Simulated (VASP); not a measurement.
# ZrB2: structure and properties in VASP, part 2 of 5

What structure does ZrB2 take at this level, and what are its properties? The start is a cell from a database of measured crystal structures.

VASP 6.6.1, plane waves and PAW; the level of theory is named at each step.

Still holding for the runs below: The k-mesh is coarse for a metal.

So far. Step 2 (Relaxing cell and atoms (PBEsol)): It ends with forces that vanish by symmetry and a pressure of 0.08 GPa. The volume lies -1.6 % from that of the database's start, which holds the thermal and zero-point expansion of its experiment. Step 3 (Second relaxation): It ends with forces that vanish by symmetry and a pressure of 0.05 GPa. The volume moved by under 0.01 %: the run met its threshold at the first step. The relaxed cell has a = 3.156, c = 3.509 Å (conventional setting).

## (4) Single point with fields (PBEsol)

Level of this step: PBEsol; plane waves and PAW (Zr_sv, B) (VASP).

The relaxed cell gets a fresh self-consistent run, on a basis set for its own volume, to fix the density and to check the remaining stress.

File INCAR:

```
SYSTEM = ZrB2
PREC = Accurate
ENCUT = 420
EDIFF = 1E-06
NELM = 100
ISMEAR = 0
SIGMA = 0.05
LREAL = .FALSE.
ALGO = Normal
GGA = PS
NBANDS = 15
LASPH = .TRUE.
LORBIT = 11
LWAVE = .FALSE.
LCHARG = .TRUE.
ISIF = 2
LELF = .TRUE.
LVHAR = .TRUE.
```

File POSCAR:

```
ZrB2
1.0
    3.1560508710      0.0000000000      0.0000000000
   -1.5780254355      2.7332202300      0.0000000000
    0.0000000000      0.0000000000      3.5085785145
Zr B
1 2
Direct
    0.0000000000      0.0000000000      0.0000000000
    0.3333333333      0.6666666667      0.5000000000
    0.6666666667      0.3333333333      0.5000000000
```

File KPOINTS:

```
Automatic mesh
0
Gamma
8 8 6
0 0 0
```

Potentials, in the order of the species: Zr_sv and B (PBE family, release 64).

Run with:

```sh
$ mpirun -np 2 vasp_std
```

Output:

```text
[banner, memory and clock lines left out]
running    2 mpi-ranks, on    1 nodes
 distrk:  each k-point on    2 cores,    1 groups
 distr:  one band on    1 cores,    2 groups

 POSCAR found type information on POSCAR ZrB
 POSCAR found :  2 types and       3 ions
 [... a notice as in an earlier step ...]

 LDA part: xc-table for (Slater+PW92), standard interpolation
|                                                                             |
|           W    W    AA    RRRRR   N    N  II  N    N   GGGG   !!!           |
|           W    W   A  A   R    R  NN   N  II  NN   N  G    G  !!!           |
|           W    W  A    A  R    R  N N  N  II  N N  N  G       !!!           |
|           W WW W  AAAAAA  RRRRR   N  N N  II  N  N N  G  GGG   !            |
|           WW  WW  A    A  R   R   N   NN  II  N   NN  G    G                |
|           W    W  A    A  R    R  N    N  II  N    N   GGGG   !!!           |
|                                                                             |
|     The number of bands has been changed from the values supplied in        |
|     The orbitals not found in the WAVECAR file will be initialized with     |
|     random numbers, which is usually adequate. For correlated               |
|     calculations, however, you should redo the groundstate calculation.     |
|     I found NBANDS = 15. Now, NBANDS = 16.                                  |
|                                                                             |

 POSCAR, INCAR and KPOINTS ok, starting setup
 FFT: planning ... GRIDC
 FFT: planning ... GRID_SOFT
 FFT: planning ... GRID
 WAVECAR not read
 entering main loop
       N       E                     dE             d eps       ncg     rms          rms(c)
DAV:   1     0.848505098682E+02    0.84851E+02   -0.85860E+03  1280   0.953E+02
DAV:   2    -0.255262149234E+02   -0.11038E+03   -0.10644E+03  1688   0.264E+02
DAV:   3    -0.289318810129E+02   -0.34057E+01   -0.33916E+01  1888   0.398E+01
DAV:   4    -0.289754325263E+02   -0.43552E-01   -0.43547E-01  1624   0.431E+00
DAV:   5    -0.289766380160E+02   -0.12055E-02   -0.12055E-02  1880   0.440E-01    0.230E+01
DAV:   6    -0.264552567057E+02    0.25214E+01   -0.54636E+00  1632   0.158E+01    0.950E+00
DAV:   7    -0.264032795762E+02    0.51977E-01   -0.58182E-01  1720   0.480E+00    0.344E+00
DAV:   8    -0.264030366821E+02    0.24289E-03   -0.91180E-02  1512   0.236E+00    0.389E-01
DAV:   9    -0.264002063702E+02    0.28303E-02   -0.15071E-02  1528   0.901E-01    0.198E-01
DAV:  10    -0.263999208035E+02    0.28557E-03   -0.15483E-03  1496   0.363E-01    0.363E-02
DAV:  11    -0.263999240520E+02   -0.32485E-05   -0.49646E-05  1648   0.644E-02    0.105E-02
DAV:  12    -0.263999222784E+02    0.17735E-05   -0.31903E-06  1560   0.159E-02    0.659E-03
DAV:  13    -0.263999219956E+02    0.28280E-06   -0.41047E-07   864   0.613E-03
   1 F= -.26399922E+02 E0= -.26399559E+02  d E =-.726062E-03
```

It took 6.2 s on 2 MPI ranks of AMD EPYC 9R45, shared host; peak memory 0.21 GiB.

Parts of OUTCAR (step 4):

```text
The static configuration has the point symmetry D_6h.

 Found     40 irreducible k-points:

   k-points           NKPTS =     40   k-points in BZ     NKDIM =     40   number of bands    NBANDS=     16

   NELECT =      18.0000    total number of electrons

 E-fermi :  10.7953

 k-point     1 :       0.0000    0.0000    0.0000
  band No.  band energies     occupation
    ...
      5      -2.1649      2.00000
      6       7.9320      2.00000
      7       7.9320      2.00000
      8       7.9532      2.00000
      9       8.3101      2.00000
     10      14.0686      0.00000
     11      14.0686      0.00000
     12      14.9018      0.00000
     13      14.9018      0.00000
     14      15.5851      0.00000
    ...

 k-point     2 :       0.1250   -0.0000    0.0000
  band No.  band energies     occupation
    ...
      5      -1.8503      2.00000
      6       7.0922      2.00000
      7       7.9398      2.00000
      8       7.9698      2.00000
      9       8.2348      2.00000
     10      13.5173      0.00000
     11      13.8760      0.00000
     12      14.1190      0.00000
     13      14.5081      0.00000
     14      16.6765      0.00000
    ...

  Total        0.0114058      0.0114058      0.0080285      0.0000000      0.0000000     -0.0000000
  in kB        0.6037902      0.6037902      0.4250079      0.0000000      0.0000000     -0.0000000
  external PRESSURE =       0.5441961 kB  Pullay stress =       0.0000000 kB

 POSITION                                       TOTAL-FORCE (eV/Angst)
 -----------------------------------------------------------------------------------
      0.00000      0.00000      0.00000        -0.000000      0.000000      0.000000
     -0.00000      1.82215      1.75429         0.000000     -0.000000      0.000000
      1.57803      0.91107      1.75429        -0.000000      0.000000      0.000000
 -----------------------------------------------------------------------------------
    total drift:                               -0.000000      0.000000      0.000000

  FREE ENERGIE OF THE ION-ELECTRON SYSTEM (eV)
  ---------------------------------------------------
  free  energy   TOTEN  =       -26.3999219956 eV

  energy  without entropy=      -26.3991959338  energy(sigma->0) =      -26.39955896

[... 10 parts as in an earlier step ...]

[... 3 further parts left out ...]
```

Numbers from this step:

```yaml
scf_cycles: 13
bands: 16
pressure: 0.05442 GPa
```

Valence electrons inside each PAW sphere by angular momentum. Sphere charges, by row:

```tsv
atom	s (e)	p (e)	d (e)	tot (e)
Zr1	2.173	6.032	1.805	10.01
B2	0.665	1.248	0	1.913
B3	0.665	1.248	0	1.913
```

ELF in the ab plane at fractional z = 0.500, with atoms of B within 0.2 Å of it. It is the smooth field of the valence electrons, not physical close to the nuclei.

Ten even steps from '0' (0.01) to '9' (0.87):
```
2235689999865322
2346777777764322
4566543345665433
5675310136765545
7874100147876666
9973000379987678
9973113799976579
9974347999743479
9975679997311379
9876789973000379
7666678741001478
5545567631013576
4334566543345665
2223467777777643
2223568999986532
1224579999975422
```
Columns run along a (3.2 Å), rows up along b (3.2 Å). Atoms in or near the plane, at fractional coordinates: B at (0.33, 0.67), B at (0.67, 0.33).

Electrostatic potential energy in the ab plane at fractional z = 0.500, with atoms of B within 0.2 Å of it. With pseudopotentials it is smooth inside the atoms' cores, unlike the true potential.

Ten even steps from '0' (-33 eV) to '9' (0 eV):
```
9999987667899999
9999852125899999
9997300003799999
9983059503899999
9850599405899999
8720999027888788
8610540168753357
8620002686200026
8753357861045016
8887888720999027
9999998504995058
9999998305950389
9999997300003799
9999998521258999
9999998766789999
9999998888899999
```
Columns run along a (3.2 Å; values clipped at the 3rd and 97th percentile), rows up along b (3.2 Å). Atoms in or near the plane, at fractional coordinates: B at (0.33, 0.67), B at (0.67, 0.33).

Valence density in the ab plane at fractional z = 0.500, with atoms of B within 0.2 Å of it. It is the smooth field of the valence electrons, not physical close to the nuclei.

Values in e/Å³, 16 rows by 16 columns:
```
0.16 0.18 0.22 0.29 0.39 0.52 0.65 0.74 0.74 0.65 0.52 0.39 0.29 0.22 0.18 0.16
0.19 0.22 0.28 0.36 0.49 0.63 0.75 0.79 0.75 0.63 0.49 0.36 0.28 0.22 0.19 0.18
0.24 0.29 0.36 0.48 0.61 0.71 0.73 0.73 0.71 0.61 0.48 0.36 0.29 0.24 0.22 0.22
0.32 0.39 0.49 0.61 0.67 0.59 0.52 0.59 0.67 0.61 0.49 0.39 0.32 0.29 0.28 0.29
0.44 0.52 0.63 0.71 0.59 0.37 0.37 0.59 0.71 0.63 0.52 0.44 0.39 0.36 0.36 0.39
0.57 0.65 0.75 0.73 0.52 0.37 0.52 0.73 0.75 0.65 0.57 0.52 0.49 0.48 0.49 0.52
0.68 0.74 0.79 0.73 0.59 0.59 0.73 0.79 0.74 0.68 0.65 0.63 0.61 0.61 0.63 0.65
0.73 0.74 0.75 0.71 0.67 0.71 0.75 0.74 0.73 0.74 0.75 0.71 0.67 0.71 0.75 0.74
0.68 0.65 0.63 0.61 0.61 0.63 0.65 0.68 0.74 0.79 0.73 0.59 0.59 0.73 0.79 0.74
0.57 0.52 0.49 0.48 0.49 0.52 0.57 0.65 0.75 0.73 0.52 0.37 0.52 0.73 0.75 0.65
0.44 0.39 0.36 0.36 0.39 0.44 0.52 0.63 0.71 0.59 0.37 0.37 0.59 0.71 0.63 0.52
0.32 0.29 0.28 0.29 0.32 0.39 0.49 0.61 0.67 0.59 0.52 0.59 0.67 0.61 0.49 0.39
0.24 0.22 0.22 0.24 0.29 0.36 0.48 0.61 0.71 0.73 0.73 0.71 0.61 0.48 0.36 0.29
0.19 0.18 0.19 0.22 0.28 0.36 0.49 0.63 0.75 0.79 0.75 0.63 0.49 0.36 0.28 0.22
0.16 0.16 0.18 0.22 0.29 0.39 0.52 0.65 0.74 0.74 0.65 0.52 0.39 0.29 0.22 0.18
0.16 0.16 0.19 0.24 0.32 0.44 0.57 0.68 0.73 0.68 0.57 0.44 0.32 0.24 0.19 0.16
```
Columns run along a (3.2 Å), rows up along b (3.2 Å). Atoms in or near the plane, at fractional coordinates: B at (0.33, 0.67), B at (0.67, 0.33).

In this run the pressure is 0.05 GPa, small enough to go on.

## (5) Bands along the symmetry lines (PBEsol)

The mesh alone shows little of the dispersion and can miss band extrema, so KPOINTS_OPT adds a path through the symmetry points after the self-consistent cycle.

File INCAR:

```
SYSTEM = ZrB2
PREC = Accurate
ENCUT = 420
EDIFF = 1E-06
NELM = 100
ISMEAR = 0
SIGMA = 0.05
LREAL = .FALSE.
ALGO = Normal
GGA = PS
NBANDS = 22
LASPH = .TRUE.
LORBIT = 11
LWAVE = .FALSE.
LCHARG = .FALSE.
KPAR = 2
```

POSCAR is that of step 4.

KPOINTS is that of step 4.

File KPOINTS_OPT:

```
Line mode
16
Line-mode
Reciprocal
  0.00000000   0.00000000   0.00000000 GAMMA
  0.50000000   0.00000000   0.00000000 M

  0.50000000   0.00000000   0.00000000 M
  0.33333333   0.33333333   0.00000000 K

  0.33333333   0.33333333   0.00000000 K
  0.00000000   0.00000000   0.00000000 GAMMA

  0.00000000   0.00000000   0.00000000 GAMMA
  0.00000000   0.00000000   0.50000000 A

  0.00000000   0.00000000   0.50000000 A
  0.50000000   0.00000000   0.50000000 L

  0.50000000   0.00000000   0.50000000 L
  0.33333333   0.33333333   0.50000000 H

  0.33333333   0.33333333   0.50000000 H
  0.00000000   0.00000000   0.50000000 A

  0.50000000   0.00000000   0.50000000 L
  0.50000000   0.00000000   0.00000000 M

  0.33333333   0.33333333   0.00000000 K
  0.33333333   0.33333333   0.50000000 H
```

Run with:

```sh
$ mpirun -np 2 vasp_std
```

Output:

```text
[... set-up lines as in an earlier step ...]
 entering main loop
       N       E                     dE             d eps       ncg     rms          rms(c)
DAV:   1     0.859321275430E+02    0.85932E+02   -0.81560E+03  1760   0.699E+02
DAV:   2    -0.256830531327E+02   -0.11162E+03   -0.10676E+03  2150   0.218E+02
DAV:   3    -0.289281093449E+02   -0.32451E+01   -0.32117E+01  2352   0.315E+01
DAV:   4    -0.289755647937E+02   -0.47455E-01   -0.47426E-01  2010   0.327E+00
DAV:   5    -0.289766149497E+02   -0.10502E-02   -0.10501E-02  2264   0.345E-01    0.230E+01
DAV:   6    -0.264666340394E+02    0.25100E+01   -0.33518E+00  2044   0.115E+01    0.937E+00
DAV:   7    -0.264043689294E+02    0.62265E-01   -0.31036E-01  2236   0.313E+00    0.359E+00
DAV:   8    -0.264018431876E+02    0.25257E-02   -0.53673E-02  2062   0.151E+00    0.233E-01
DAV:   9    -0.263999210273E+02    0.19222E-02   -0.35947E-03  2008   0.417E-01    0.990E-02
DAV:  10    -0.263999315924E+02   -0.10565E-04   -0.31479E-04  2066   0.132E-01    0.389E-02
DAV:  11    -0.263999230160E+02    0.85764E-05   -0.19604E-05  2102   0.338E-02    0.790E-03
DAV:  12    -0.263999219375E+02    0.10785E-05   -0.19913E-06  2024   0.917E-03    0.222E-03
DAV:  13    -0.263999219350E+02    0.24868E-08   -0.11511E-07  1090   0.276E-03
   1 F= -.26399922E+02 E0= -.26399559E+02  d E =-.726066E-03
 Start KPOINTS_OPT (optional k-point list driver)
k-point batch [1-40\144]
       N       E                     dE             ncg
DAV:   1    -0.778014484135E+02   -0.19509E+05     1776
DAV:   2    -0.456535355489E+04   -0.44876E+04     2180
DAV:   3    -0.469475652318E+04   -0.12940E+03     2382
DAV:   4    -0.469686361441E+04   -0.21071E+01     2036
DAV:   5    -0.469689510414E+04   -0.31490E-01     2144
DAV:   6    -0.469689592908E+04   -0.82495E-03     2004
DAV:   7    -0.469689595149E+04   -0.22404E-04     1906
DAV:   8    -0.469689595217E+04   -0.68389E-06     1308
[...]
k-point batch [121-144\144]
       N       E                     dE             ncg
DAV:   1     0.822760491141E+04   -0.16452E+05     1064
DAV:   2     0.554231249499E+04   -0.26853E+04     1318
DAV:   3     0.547223427923E+04   -0.70078E+02     1434
DAV:   4     0.547111338098E+04   -0.11209E+01     1302
DAV:   5     0.547109980057E+04   -0.13580E-01     1348
DAV:   6     0.547109945293E+04   -0.34764E-03     1264
DAV:   7     0.547109944476E+04   -0.81667E-05     1184
DAV:   8     0.547109944451E+04   -0.25600E-06      840
```

The job ended after 18 s (2 MPI ranks; peak memory 0.27 GiB).

From OUTCAR (step 5):

```text
   k-points           NKPTS =     40   k-points in BZ     NKDIM =     40   number of bands    NBANDS=     22

   NELECT =      18.0000    total number of electrons

 E-fermi :  10.7953

 k-point     1 :       0.0000    0.0000    0.0000
  band No.  band energies     occupation
    ...
      5      -2.1649      2.00000
      6       7.9320      2.00000
      7       7.9320      2.00000
      8       7.9532      2.00000
      9       8.3101      2.00000
     10      14.0686      0.00000
     11      14.0686      0.00000
     12      14.9019      0.00000
     13      14.9019      0.00000
     14      15.5851      0.00000
    ...

  Total        0.0113903      0.0113903      0.0080606      0.0000000     -0.0000000     -0.0000000
  in kB        0.6029706      0.6029706      0.4267074      0.0000000     -0.0000000     -0.0000000
  external PRESSURE =       0.5442162 kB  Pullay stress =       0.0000000 kB

 POSITION                                       TOTAL-FORCE (eV/Angst)
 -----------------------------------------------------------------------------------
      0.00000      0.00000      0.00000         0.000000      0.000000      0.000000
     -0.00000      1.82215      1.75429        -0.000000      0.000000      0.000000
      1.57803      0.91107      1.75429         0.000000      0.000000      0.000000
 -----------------------------------------------------------------------------------
    total drift:                               -0.000000      0.000000      0.000000

  FREE ENERGIE OF THE ION-ELECTRON SYSTEM (eV)
  ---------------------------------------------------
  free  energy   TOTEN  =       -26.3999219350 eV

  energy  without entropy=      -26.3991958690  energy(sigma->0) =      -26.39955890

[... 8 parts as in an earlier step ...]

[... 8 further parts left out ...]
```

Numbers from this step:

| Item | Value |
| --- | --- |
| bands | 22 |

The electronic bands at the labelled points (eV, zero at the Fermi level; # counts the bands kept, so #1 is VASP's band 5):

```tsv
point	#2	#3	#4	#5	#6	#7	#8	#9
Γ	-2.86	-2.86	-2.84	-2.49	3.27	3.27	4.11	4.11
0.47 of the way	-5.15	-3.38	-2.93	-2.26	1.99	2.72	3.28	3.65
M	-8.65	-4.13	-3.25	-2.95	2.10	2.15	4.84	4.94
0.47 of the way	-8.50	-5.15	-3.81	-1.08	-0.57	3.12	4.40	5.36
K	-7.94	-7.19	-2.67	-2.67	1.40	1.40	2.99	8.51
0.47 of the way	-5.83	-4.22	-3.60	-1.16	0.93	1.16	4.38	5.84
Γ	-2.86	-2.86	-2.84	-2.49	3.27	3.27	4.11	4.11
0.53 of the way	-5.58	-2.20	-2.20	0.07	0.97	0.97	2.33	2.33
A	-7.21	-1.15	-1.15	0.10	0.10	0.59	0.59	1.71
0.47 of the way	-5.77	-4.69	-3.63	-1.65	2.09	2.40	2.50	3.73
L	-7.16	-4.87	-4.39	-2.14	3.65	3.97	5.23	6.26
0.47 of the way	-7.70	-4.99	-3.85	-2.38	3.78	4.94	5.53	6.27
H	-8.98	-5.12	-2.87	-2.87	4.00	6.03	6.03	6.54
0.47 of the way	-5.84	-4.87	-4.33	-2.33	2.58	3.55	3.65	4.56
A	-7.21	-1.15	-1.15	0.10	0.10	0.59	0.59	1.71
jump to L	-7.16	-4.87	-4.39	-2.14	3.65	3.97	5.23	6.26
0.47 of the way	-8.28	-4.27	-3.31	-2.92	1.42	4.29	5.05	6.24
M	-8.65	-4.13	-3.25	-2.95	2.10	2.15	4.84	4.94
jump to K	-7.94	-7.19	-2.67	-2.67	1.40	1.40	2.99	8.51
0.47 of the way	-8.44	-6.35	-2.82	-2.82	3.12	3.12	3.42	7.53
H	-8.98	-5.12	-2.87	-2.87	4.00	6.03	6.03	6.54
```

The largest weight of each band there:

```tsv
point	#2	#3	#4	#5	#6	#7	#8	#9
Γ	B 0.61	B 0.61	Zr 0.99	B 0.85	Zr 1.00	Zr 1.00	Zr 0.65	Zr 0.65
M	B 0.89	Zr 0.57	B 0.95	Zr 0.88	B 0.94	Zr 1.00	Zr 0.96	Zr 0.80
K	B 0.85	B 0.70	Zr 0.60	Zr 0.60	Zr 0.80	Zr 0.80	Zr 0.84	Zr 0.61
Γ	B 0.61	B 0.61	Zr 0.99	B 0.85	Zr 1.00	Zr 1.00	Zr 0.65	Zr 0.65
A	Zr 0.50	B 1.00	B 1.00	Zr 0.78	Zr 0.78	Zr 1.00	Zr 1.00	Zr 0.88
L	B 0.90	B 0.70	Zr 0.73	B 0.72	Zr 0.95	B 0.90	Zr 1.00	Zr 0.79
```

There is no gap at this level.

Of the bands kept, 2 cross the Fermi level on this path.

(Part 2 of 5 ends here.)

[Lines on the potential files, build, host, timing and source positions are cut from VASP's logs without a mark.]

[Logs are printed without paths, hosts, clocks, repeated set-up lines and the standing remarks that a program may print on its own settings, such as how far it seeks lower states.]

[Hosts, paths, dates, database ids (printed as entryN), source tags and the programs' standing remarks are cut or masked in the printed files.]

[Measured values are set beside computed ones only where the two were judged alike; some that the calculation misses by far are left out.]
